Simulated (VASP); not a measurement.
Calculation: rev-vdW-DF2, VASP's PBE PAW potentials (set 64) (plane waves; VASP).

A VASP calculation is set up with these files.

File KPOINTS:
```
kpoints
0
G
  13 13 13
```

### INCAR
```
PREC  =  Accurate
LREAL  =  .FALSE.
LCHARG  =  .TRUE.
NEDOS  =  601   # DOS grid
LASPH  =  .TRUE.   # aspherical one-centre terms
ENCUT  =  520
LWAVE  =  .FALSE.
ZAB_VDW  =  -1.8867
LUSE_VDW  =  .TRUE.
LORBIT  =  11   # lm-projected
EDIFF  =  1E-7
AGGAC  =  0.0
SYSTEM  =  Ca
ALGO  =  Normal   # blocked Davidson
ISMEAR  =  -5   # tetrahedra, Bloechl
PARAM2  =  0.7114
NELM  =  100
ISIF  =  2   # forces and stress, cell fixed
PARAM1  =  0.1234568
GGA  =  MK
```

POSCAR:
```
Ca
1
    0.0000000000     2.7324248806     2.7324248806
    2.7324248806     0.0000000000     2.7324248806
    2.7324248806     2.7324248806     0.0000000000
Ca
1
Direct
  0.0000000000   0.0000000000   0.0000000000
```

POTCAR, in this order: Ca_sv (PBE.64 set). Program: vasp_std.

Output of the run:

### OSZICAR
```
       N       E                     dE             d eps       ncg     rms          rms(c)
DAV:   1     0.650780097919E+02    0.65078E+02   -0.52007E+03  1512   0.101E+03
DAV:   2     0.155439846245E+01   -0.63524E+02   -0.63326E+02  1572   0.229E+02
DAV:   3     0.268842836318E+00   -0.12856E+01   -0.12814E+01  2270   0.340E+01
DAV:   4     0.209477619054E+00   -0.59365E-01   -0.59336E-01  2252   0.542E+00
DAV:   5     0.208276567857E+00   -0.12011E-02   -0.12006E-02  2482   0.537E-01    0.207E+00
DAV:   6     0.215255842502E+00    0.69793E-02   -0.14993E-02  1918   0.140E+00    0.128E+00
DAV:   7     0.215258930396E+00    0.30879E-05   -0.21012E-02  1864   0.179E+00    0.104E-01
DAV:   8     0.215821163753E+00    0.56223E-03   -0.24159E-03  1789   0.523E-01    0.264E-02
DAV:   9     0.215807037461E+00   -0.14126E-04   -0.13330E-04  2270   0.102E-01    0.693E-03
DAV:  10     0.215801921179E+00   -0.51163E-05   -0.98844E-06  2130   0.315E-02    0.176E-03
DAV:  11     0.215801634899E+00   -0.28628E-06   -0.89856E-07  2598   0.643E-03    0.364E-03
DAV:  12     0.215802305508E+00    0.67061E-06   -0.12021E-07  1449   0.454E-03    0.378E-04
DAV:  13     0.215802327873E+00    0.22366E-07   -0.19712E-08   994   0.128E-03
   1 F= 0.21580233E+00 E0= 0.21580233E+00  d E =0.000000E+00
```

OUTCAR:
```
------------------------ aborting loop because EDIFF is reached ----------------------------------------
  FORCE on cell =-STRESS in cart. coord.  units (eV):
  Direction    XX          YY          ZZ          XY          YZ          ZX
  --------------------------------------------------------------------------------------
  Total       -0.0390484     -0.0390484     -0.0390484      0.0000000     -0.0000000      0.0000000
  in kB       -1.5333433     -1.5333433     -1.5333433      0.0000000     -0.0000000      0.0000000
  external PRESSURE =      -1.5333433 kB  Pullay stress =       0.0000000 kB
  volume of cell :       40.80
      direct lattice vectors                 reciprocal lattice vectors
     0.000000000  2.732424881  2.732424881    -0.182987647  0.182987647  0.182987647
     2.732424881  0.000000000  2.732424881     0.182987647 -0.182987647  0.182987647
     2.732424881  2.732424881  0.000000000     0.182987647  0.182987647 -0.182987647
 POSITION                                       TOTAL-FORCE (eV/Angst)
 -----------------------------------------------------------------------------------
      0.00000      0.00000      0.00000        -0.000000      0.000000     -0.000000
 -----------------------------------------------------------------------------------
    total drift:                               -0.000000     -0.000000     -0.000000
  FREE ENERGIE OF THE ION-ELECTRON SYSTEM (eV)
  ---------------------------------------------------
  free  energy   TOTEN  =         0.2158023279 eV

  energy  without entropy=        0.2158023279  energy(sigma->0) =        0.21580233

 total charge

# of ion       s       p       d       tot
------------------------------------------
    1        2.088   5.827   0.176   8.090
```
(Selected blocks of OUTCAR.)

For a metal the tetrahedron method with Blöchl corrections gives inexact stress and forces.

The compound is Ca in the fcc structure. It was relaxed first, which changed the volume by -6 %.
